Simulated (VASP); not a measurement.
Consider the following.

```
CELL_PARAMETERS angstrom
     -1.58627     1.58627     1.58627
      1.58627    -1.58627     1.58627
      1.58627     1.58627    -1.58627
ATOMIC_POSITIONS crystal
  Nb 0.00000 0.00000 0.00000
```

All values below come from PBEsol GGA, VASP's PBE PAW potentials (set 64) (plane waves; VASP). Numerical set-up: 500 eV cut-off, 16×16×16 Γ-centred mesh, first-order Methfessel-Paxton smearing of 0.10 eV, potentials Nb_sv.

Predict the energy per atom (σ→0), pressure, band gap (on the k-mesh) with the smallest direct gap where there is one.

```
Property                                                    Result
------------------------  ----------------------------------------
band gap (on the k-mesh)  none (metal, semimetal or under 0.01 eV)
energy per atom (σ→0)                              -10.867 eV/atom
pressure                                                 19.92 GPa
```

Only differences to runs with the same potentials and settings are physical.

The compound is Nb in the bcc structure. It was relaxed first under an external pressure of 20 GPa.
